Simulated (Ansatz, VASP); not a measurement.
# MgGaPSe: VASP beside Ansatz

Wanted: the spread between two codes on one cell, functional and k mesh. The cell is invented: As first built, before any earlier steps moved the atoms (in the runner's words): it takes the ZnGaPS structure with some of its atoms replaced by other elements, volume scaled by an estimate. It may not be a known or stable phase. The cell is taken from a series of VASP runs on this material, whose earlier steps may have relaxed, scaled or displaced it; both programs get it as it stands.

Method: plane waves, with VASP 6.6.1 beside it; relaxation of cell and atoms at PBEsol with D3(BJ), in Ansatz 0.2.0.

## (1) The starting structure

Symmetry: Cm, No. 8, monoclinic system. The conventional cell has a = 6.800 Å, b = 3.927 Å, c = 7.055 Å, α = 90.00°, β = 108.72°, γ = 90.00°. Se has 1 Ga at 2.46 Å and 3 Mg at 2.50 Å nearest. Nearest to Ga lie 3 P at 2.37 Å and 1 Se at 2.46 Å. Nearest to P lie 3 Ga at 2.37 Å and 1 Mg at 2.50 Å. Nearest to Mg lie 3 Se at 2.50 Å and 1 P at 2.50 Å. As first built, before any earlier steps moved the atoms (in the runner's words): sites of the ZnGaPS structure (space group 160) filled with other elements, volume scaled by an estimate. Farther neighbours and most contacts between anions are not listed.

## (2) VASP: relaxation of cell and atoms, PBEsol with D3(BJ)

The relaxed volume is the usual yardstick between codes: its relative difference is about their pressure difference at one cell divided by the bulk modulus.

Lines of VASP's logs that name or quote its potential files are left out, and so is its time.

INCAR reads:

```
SYSTEM = MgGaPSe
PREC = Accurate
ENCUT = 400
EDIFF = 1E-06
NELM = 100
ISMEAR = -1
SIGMA = 0.05
LREAL = .FALSE.
ALGO = Normal
GGA = PS
IVDW = 12
NBANDS = 19
LORBIT = 11
LWAVE = .FALSE.
LCHARG = .FALSE.
KPAR = 2
IBRION = 2
NSW = 60
ISIF = 3
EDIFFG = -0.01
```

POSCAR reads:

```
MgGaPSe
1.0
    3.4000219300     -1.9635369800      0.0000000000
    3.4000219300      1.9635369800      0.0000000000
   -2.2646661300      0.0000000000      6.6817502600
Se Ga P Mg
1 1 1 1
Direct
    0.6166443130      0.6166443130      0.8598090960
    0.4950732980      0.4950732980      0.4920132840
    0.1279492670      0.1279492670      0.3905250770
    0.0020559700      0.0020559700      0.0167665430
```

KPOINTS reads:

```
Automatic mesh
0
Gamma
7 7 4
0 0 0
```

PAW data sets: Se, Ga_d, P and Mg (PBE family, release 64).

The run is started by

```console
mpirun -np 2 vasp_std
```

Numbers of over 12 decimals in the logs are rounded to 6 here.

Output:

```text
[banner, memory and clock lines left out]
running    2 mpi-ranks, on    1 nodes
 distrk:  each k-point on    1 cores,    2 groups
 distr:  one band on    1 cores,    1 groups

 POSCAR found type information on POSCAR SeGaP Mg
 POSCAR found :  4 types and       4 ions
|                                                                             |
|               ----> ADVICE to this user running VASP <----                  |
|                                                                             |
|     You enforced a specific xc type in the INCAR file but a different       |
|     [... a line on the potential file left out ...]
|     I HOPE YOU KNOW WHAT YOU ARE DOING!                                     |
|                                                                             |

 LDA part: xc-table for (Slater+PW92), standard interpolation
 POSCAR, INCAR and KPOINTS ok, starting setup
 FFT: planning ... GRIDC
 FFT: planning ... GRID_SOFT
 FFT: planning ... GRID
 WAVECAR not read
 entering main loop
       N       E                     dE             d eps       ncg     rms          rms(c)
DAV:   1     0.137717506403E+03    0.13772E+03   -0.10410E+04  2294   0.130E+03
DAV:   2    -0.327852100663E+01   -0.14100E+03   -0.13579E+03  2594   0.291E+02
DAV:   3    -0.177155422397E+02   -0.14437E+02   -0.14321E+02  2649   0.879E+01
DAV:   4    -0.181365604651E+02   -0.42102E+00   -0.42022E+00  3125   0.158E+01
DAV:   5    -0.181437044729E+02   -0.71440E-02   -0.71418E-02  2689   0.183E+00    0.507E+00
DAV:   6    -0.175547419464E+02    0.58896E+00   -0.10632E+00  3507   0.169E+01    0.322E+00
DAV:   7    -0.174720636589E+02    0.82678E-01   -0.43906E-01  2671   0.354E+00    0.128E+00
DAV:   8    -0.174698965344E+02    0.21671E-02   -0.28059E-02  2804   0.210E+00    0.259E-01
DAV:   9    -0.174702182779E+02   -0.32174E-03   -0.29062E-03  3179   0.785E-01    0.126E-01
DAV:  10    -0.174702444713E+02   -0.26193E-04   -0.30796E-04  2660   0.122E-01    0.638E-02
DAV:  11    -0.174703143180E+02   -0.69847E-04   -0.65018E-05  2550   0.691E-02    0.248E-02
DAV:  12    -0.174703205911E+02   -0.62731E-05   -0.11046E-05  2734   0.237E-02    0.824E-03
DAV:  13    -0.174703207373E+02   -0.14613E-06   -0.20755E-06  2287   0.101E-02
   1 F= -.18580352E+02 E0= -.18580352E+02  d E =-.185804E+02
[...]
2 F= -.18580554E+02 E0= -.18580554E+02  d E =-.201898E-03
[...]
3 F= -.18580560E+02 E0= -.18580560E+02  d E =-.208350E-03
[...]
4 F= -.18580662E+02 E0= -.18580662E+02  d E =-.101392E-03
[...]
5 F= -.18580664E+02 E0= -.18580664E+02  d E =-.103491E-03
[...]
6 F= -.18580665E+02 E0= -.18580665E+02  d E =-.104603E-03
 curvature:  -0.74 expect dE=-0.376E-04 dE for cont linesearch -0.970E-07
 trial: gam=-0.06549 g(F)=  0.257E-04 g(S)=  0.253E-04 ort =-0.797E-05 (trialstep = 0.853E+00)
 search vector abs. value=  0.541E-04
 bond charge predicted
       N       E                     dE             d eps       ncg     rms          rms(c)
DAV:   1    -0.174697209307E+02   -0.65894E-03   -0.26150E-03  3210   0.506E-01    0.498E-02
DAV:   2    -0.174696761865E+02    0.44744E-04   -0.19222E-04  3075   0.198E-01    0.239E-02
DAV:   3    -0.174696589047E+02    0.17282E-04   -0.33048E-05  3269   0.666E-02    0.717E-03
DAV:   4    -0.174696576743E+02    0.12304E-05   -0.59335E-06  2375   0.203E-02    0.245E-03
DAV:   5    -0.174696574310E+02    0.24334E-06   -0.41167E-07  1221   0.610E-03
   7 F= -.18580688E+02 E0= -.18580688E+02  d E =-.236426E-04
 trial-energy change:   -0.000024  1 .order   -0.000023   -0.000044   -0.000002
 step:   0.8917(harm=  0.8917)  dis= 0.00073  next Energy=   -18.580688 (dE=-0.230E-04)
 reached required accuracy - stopping structural energy minimisation
```

OUTCAR, selected parts (step 2):

```text
ion  position               nearest neighbor table
   1  0.617  0.617  0.860-   2 2.46   4 2.50   4 2.50   4 2.50
   2  0.495  0.495  0.492-   3 2.37   3 2.37   3 2.37   1 2.46
   3  0.128  0.128  0.391-   2 2.37   2 2.37   2 2.37   4 2.50
   4  0.002  0.002  0.017-   1 2.50   3 2.50   1 2.50   1 2.50

  LATTYP: Found a base centered monoclinic cell.
 ALAT       =     6.8000438600
 B/A-ratio  =     0.5775071515
 C/A-ratio  =     1.0375086727
 COS(beta)  =    -0.3209968239

 Subroutine GETGRP returns: Found  2 space group operations
 (whereof  2 operations were pure point group operations)

The static configuration has the point symmetry C_1h.

 Found     60 irreducible k-points:

   k-points           NKPTS =     60   k-points in BZ     NKDIM =     60   number of bands    NBANDS=     19

   dimension x,y,z NGX =    28 NGY =   28 NGZ =   48
   dimension x,y,z NGXF=    56 NGYF=   56 NGZF=   96

   ENCUT  =  400.0 eV  29.40 Ry    5.42 a.u.   6.40  6.40 11.51*2*pi/ulx,y,z

   NELECT =      26.0000    total number of electrons

 k-points in reciprocal lattice and weights: Automatic mesh
   0.00000000  0.00000000  0.00000000       0.005
   0.14285714 -0.00000000 -0.00000000       0.020
   0.28571429  0.00000000 -0.00000000       0.020
   0.42857143 -0.00000000 -0.00000000       0.020
   0.14285714  0.14285714 -0.00000000       0.010
   0.28571429  0.14285714 -0.00000000       0.020
   0.42857143  0.14285714 -0.00000000       0.020
  -0.42857143  0.14285714  0.00000000       0.020
  -0.28571429  0.14285714  0.00000000       0.020
[...]
0.42857143  0.42857143  0.50000000       0.010
  -0.42857143  0.42857143  0.50000000       0.010

 Edisp (eV)   -1.11160

 average (electrostatic) potential at core
       1 -54.1478       2 -66.6216       3 -84.4432       4 -37.3920

 E-fermi :   3.6360

 k-point     1 :       0.0000    0.0000    0.0000
  band No.  band energies     occupation
    ...
      9       2.0276      2.00000
     10       2.0280      2.00000
     11       2.6312      2.00000
     12       2.8331      2.00000
     13       2.8337      2.00000
     14       4.3734      0.00000
     15       5.9693      0.00000
     16       7.4794      0.00000
     17       7.4803      0.00000
     18       8.0240      0.00000
    ...

 k-point     2 :       0.1429   -0.0000   -0.0000
  band No.  band energies     occupation
    ...
      9       0.9152      2.00000
     10       1.5051      2.00000
     11       1.8210      2.00000
     12       2.4925      2.00000
     13       2.5147      2.00000
     14       5.5360      0.00000
     15       6.5694      0.00000
     16       7.5386      0.00000
     17       8.1690      0.00000
     18       8.3622      0.00000
    ...

 k-point     3 :       0.2857    0.0000   -0.0000
  band No.  band energies     occupation
    ...
      9      -0.5168      2.00000
     10       0.0514      2.00000
     11       1.3965      2.00000
     12       1.9944      2.00000
     13       2.0091      2.00000
     14       5.6697      0.00000
     15       7.0728      0.00000
     16       7.4385      0.00000
     17       8.8355      0.00000
     18       9.3663      0.00000
    ...

 Edisp (eV)   -1.11103

  Total      -0.00265    -0.00745     0.00066     0.00000     0.00000     0.00137
  in kB      -0.04769    -0.13390     0.01183     0.00000     0.00000     0.02461
  external pressure =       -0.06 kB  Pullay stress =        0.00 kB

  energy-cutoff  :      400.00
  volume of cell :       89.13
      direct lattice vectors                 reciprocal lattice vectors
     3.395790493 -1.960567136  0.000274666     0.147237098 -0.255028247  0.049740471
     3.395790493  1.960567136  0.000274666     0.147237098  0.255028247  0.049740471
    -2.261312742  0.000000000  6.693726781    -0.000012083  0.000000000  0.149389527

 POSITION                                       TOTAL-FORCE (eV/Angst)
 -----------------------------------------------------------------------------------
      2.24352      0.00000      5.75205         0.001099      0.000000     -0.001721
      2.24933      0.00000      3.29934         0.001008      0.000000     -0.003221
     -0.01437      0.00000      2.61207        -0.004132      0.000000     -0.001348
     -0.02313      0.00000      0.11225         0.002025      0.000000      0.006290
 -----------------------------------------------------------------------------------
    total drift:                                0.000714      0.000000      0.000936

  FREE ENERGIE OF THE ION-ELECTRON SYSTEM (eV)
  ---------------------------------------------------
  free  energy   TOTEN  =       -18.5806883700 eV

  energy  without entropy=      -18.5806883630  energy(sigma->0) =      -18.58068837

 reached required accuracy - stopping structural energy minimisation

 total charge
# of ion       s       p       d       tot
------------------------------------------
    1        1.436   2.521   0.018   3.975
    2        0.862   0.792  10.014  11.668
    3        1.017   1.512   0.000   2.529
    4        0.185   0.164   0.038   0.386
--------------------------------------------------
tot          3.499   4.989  10.070  18.558

[... 3 further parts left out ...]
```

The run keeps the 2 symmetry operations of its start, so it cannot find a distortion of lower symmetry.

[end of part 1 of 2]

[Lines on the potential files, build, host, timing and source positions are cut from VASP's logs without a mark.]

[Logs are printed without paths, hosts, clocks, repeated set-up lines and the standing remarks that a program may print on its own settings, such as how far it seeks lower states.]

[Hosts, paths, dates, database ids (printed as entryN), source tags and the programs' standing remarks are cut or masked in the printed files.]
